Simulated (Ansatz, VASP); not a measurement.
## Zr4F in VASP and in Ansatz

```
Zr F
1.0
    -2.66689    2.66689    2.66689
     2.66689   -2.66689    2.66689
     2.66689    2.66689   -2.66689
Zr F
4 1
Direct
  0.00000 0.00000 0.50000
  0.50000 0.00000 0.00000
  0.50000 0.50000 0.50000
  0.00000 0.50000 0.00000
  0.00000 0.00000 0.00000
```

Change from the starting cell: species swapped into the NiHg4 type (Im-3m, No. 229).

Alike in both runs: task relaxation of cell and atoms; functional PBE; k mesh 4 × 4 × 4; occupations gaussian, width 0.1 eV; no spin polarisation.

|  | VASP | Ansatz |
| --- | --- | --- |
| version | VASP 6.6.1 | Ansatz 0.2.0 |
| potentials or method | VASP PAW PBE potentials, release 64 (Zr_sv, F) | scalar-relativistic, plane waves, PAW |
| plane-wave cutoff (eV) | 600 | 420 |
| valence electrons in the cell | 55 | 55 |

|  | VASP | Ansatz | Ansatz less VASP |
| --- | --- | --- | --- |
| gap on the k mesh at the Fermi level, each at its own relaxed structure (eV) | none | none | - |
| relaxed volume (Å³/atom) | 21.24 | 21.18 | -0.055 |
| relaxed cell length with the largest relative difference (Å) | 5.167 | 5.163 | -0.0045 |
| energy change over the relaxation (meV/atom) | -696 | -692 | +4.0 |

A gap of «none» marks a metal or a gap that the smearing closes.

Caveats: the k mesh is coarse (spacing up to 0.42 Å⁻¹), so the values aren't converged; the volume moved by over 15 % at a fixed basis, so the end points are rough (VASP); an odd number of electrons without spin polarisation forces a metal; a magnetic or distorted state may lie lower.
